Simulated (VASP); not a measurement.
```
AuI
1.0
    3.75132     0.00000     0.00000
   -1.87566     3.24874     0.00000
    0.00000     0.00000     3.66110
Au I
1 1
Direct
  0.00000   0.00000   0.00000
  0.66667   0.33333   0.50000
```

The numbers are results of PBE GGA, VASP's PBE PAW potentials (set 64) (plane waves; VASP), not measurements. Settings: 525 eV cut-off, 7×7×7 Γ-centred mesh, Gaussian smearing of 0.050 eV, potentials Au I.

Q: Give the stress tensor in GPa (positive for a compressed cell).

A: 
```
18.07   0.00   0.00
 0.00  18.07   0.00
 0.00   0.00  22.45
```
The pressure is its mean diagonal, 19.53 GPa.

The structure was generated: AuI was put into the WC type (P-6m2), which need not be its known phase. The cell was not relaxed at this level. The run is one of a series of settings (ENCUT = 525 against the base run), some of them coarse on purpose.
